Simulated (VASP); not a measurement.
# Hg (relaxed from the simple-cubic structure, space group Pm-3m): computed properties

These are r2SCAN meta-GGA, VASP's PBE PAW potentials (set 64) (plane waves; VASP) values and carry that method's errors.

For Hg, the space group is Pm-3m (221). The cell comes out as a = b = c = 3.0196 Å, α = β = γ = 90.00° and the volume per atom is 27.53 Å^3/atom. The band gap (over mesh and band path) comes out as none (metal, semimetal or under 0.01 eV). The density is 12.10 g/cm³.

```xyz
1
Lattice="3.0196 0.0000 0.0000 0.0000 3.0196 0.0000 0.0000 0.0000 3.0196" Properties=species:S:1:pos:R:3 pbc="T T T"
Hg     0.0000     0.0000     0.0000
```

Unless said otherwise, spin-orbit coupling is left out, though it shifts the bands of the heavy elements here.

The structure was generated: Hg was put into the simple-cubic type (Pm-3m), which need not be its known phase. It was relaxed first, which changed the volume by +5 %. Symmetry was kept, so distortions that lower it aren't found.
